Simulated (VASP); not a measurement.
Data:

```xyz
6
Lattice="4.7909 0.0000 0.0000 0.0000 4.7909 0.0000 0.0000 0.0000 3.1783" Properties=species:S:1:pos:R:3 pbc="T T T"
Zn     0.0000     4.7909     0.0000
Zn     2.3955     2.3955     1.5892
F      1.4571     1.4571     0.0000
F      3.8526     0.9383     1.5892
F      0.9383     3.8526     1.5892
F      3.3338     3.3338     0.0000
```

Calculation: PW91 GGA, VASP's PBE PAW potentials (set 64) (plane waves; VASP). Numerical set-up: 520 eV cut-off, Gaussian smearing of 0.050 eV, potentials Zn F.

Problem. What does the run give for the band gap (along the path) with the smallest direct gap where there is one?

Solution. 
The band gap (along the path) is 3.48 eV and the smallest direct gap (along the path) is 3.48 eV.

Total energies compare only between runs with the same potentials, cut-off and functional.

The compound is ZnF2 in the rutile structure. It was relaxed first, which changed the volume by +6 %.
